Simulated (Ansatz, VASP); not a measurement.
## One calculation of Mg3SbAs, two programs

```
As Sb Mg
1.0
     5.73691    0.00000    0.00000
     0.00000    5.73691    0.00000
     0.00000    0.00000    5.73691
As Sb Mg
1 1 3
Cartesian
  0.0000 0.0000 0.0000
  2.8685 2.8685 2.8685
  2.8685 2.8685 0.0000
  2.8685 0.0000 2.8685
  0.0000 2.8685 2.8685
```

The cell comes from a database or a generator and needn't be the stable form of this composition.

Alike in both runs: task single point; functional LDA; k mesh 4 × 4 × 4; occupations gaussian, width 0.05 eV; no spin polarisation.

```csv
,VASP,Ansatz
version,VASP 6.6.1,Ansatz 0.2.0
potentials or method,"VASP PAW LDA potentials, release 64 (As, Sb, Mg)","scalar-relativistic, plane waves, PAW"
plane-wave cutoff (eV),520,420
valence electrons in the cell,16,60
```

|  | VASP | Ansatz | Ansatz less VASP |
| --- | --- | --- | --- |
| gap on the k mesh at the Fermi level (eV) | none | none | - |
| pressure (GPa) | -6.2 | -6.1 | +0.05 |

A gap of «none» marks a metal or a gap that the smearing closes. The two sets of potentials don't hold the same shells in valence.

The runs have no spin-orbit coupling, so splittings on Sb are missing.
